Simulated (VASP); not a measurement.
The system is HfZrSe3.

```
Zr Hf Se
1.0
     3.84400    0.00000    0.00000
    -1.92200    3.32900    0.00000
     0.00000    0.00000    9.52900
Zr Hf Se
1 1 3
Cartesian
  0.0000 2.2193 4.6980
  0.0000 0.0000 1.5180
  0.0000 2.2193 0.0190
  1.9220 1.1097 3.0800
  0.0000 0.0000 6.2180
```

The cell was built by a generator and needn't be a form met in nature.

```yaml
Program: VASP 6.6.1
Task: relaxation of cell and atoms
Functional: PBE
Potentials_or_basis: VASP PAW PBE potentials, release 64 (Zr_sv, Hf_pv, Se)
Cutoff: 520 eV
k_mesh: 10 × 10 × 4
Occupations: gaussian, width 0.1 eV
Spin: no spin polarisation
```

At the start: pressure 0.2 GPa; volume 24.39 Å³/atom.

Question: Where does the relaxation end?

Answer: Over 27 steps the energy falls by 3.8 meV/atom and the volume is 25.47 Å³/atom (+4.4 %); space group P3m1 (No. 156, to 0.05 Å).

The path:
| step | energy change (eV) | largest force (eV/Å) | pressure (GPa) | volume (Å³) |
| --- | --- | --- | --- | --- |
| 1 | 0.0000 | 0.3089 | 0.22 | 121.94 |
| 2 | -0.0066 | 0.0988 | -0.48 | 122.54 |
| 3 | -0.0066 | 0.1033 | -0.48 | 122.55 |
| 4 | -0.0087 | 0.0569 | 0.24 | 121.50 |
| 5 | -0.0089 | 0.0653 | 0.09 | 121.71 |
| 6 | -0.0095 | 0.0626 | 0.08 | 121.84 |
| 7 | -0.0108 | 0.0746 | 0.06 | 122.22 |
| 8 | -0.0124 | 0.1114 | 0.02 | 122.98 |
| 9 | -0.0113 | 0.2529 | -0.02 | 124.49 |
| 10 | -0.0127 | 0.1538 | 0.01 | 123.42 |
| 11 | -0.0130 | 0.1436 | 0.02 | 123.52 |
| 12 | -0.0141 | 0.1123 | 0.01 | 123.81 |
| 13 | -0.0156 | 0.0507 | 0.00 | 124.39 |
| 14 | -0.0163 | 0.1449 | -0.02 | 125.54 |
| 15 | -0.0171 | 0.1255 | 0.00 | 125.88 |
| 16 | -0.0185 | 0.0683 | 0.03 | 126.88 |
| 17 | -0.0186 | 0.0507 | 0.06 | 127.34 |
| 18 | -0.0189 | 0.0206 | -0.04 | 127.46 |
| 19 | -0.0189 | 0.0178 | -0.08 | 127.51 |
| 20 | -0.0189 | 0.0189 | -0.09 | 127.49 |
| 21 | -0.0189 | 0.0160 | 0.03 | 127.33 |
| 22 | -0.0189 | 0.0125 | 0.01 | 127.38 |
| 23 | -0.0189 | 0.0128 | 0.01 | 127.39 |
| 24 | -0.0189 | 0.0114 | -0.03 | 127.44 |
| 25 | -0.0189 | 0.0123 | -0.02 | 127.40 |
| 26 | -0.0189 | 0.0122 | -0.02 | 127.39 |
| 27 | -0.0189 | 0.0044 | 0.01 | 127.36 |

Final structure:
```yaml
crystal:
  lattice:
    - [3.83395, 0.00000, 0.00000]
    - [-1.91697, 3.32030, 0.00000]
    - [0.00000, 0.00000, 10.00474]
  atoms:
    - { symbol: Zr, position: [0.33333, 0.66667, 0.48329] }
    - { symbol: Hf, position: [0.00000, 0.00000, 0.16879] }
    - { symbol: Se, position: [0.33333, 0.66667, 0.01619] }
    - { symbol: Se, position: [0.66667, 0.33333, 0.32304] }
    - { symbol: Se, position: [0.00000, 0.00000, 0.63877] }
```

Caveat: this functional lacks dispersion, which binds the layers, so the pressure and a relaxed spacing across them are unreliable.
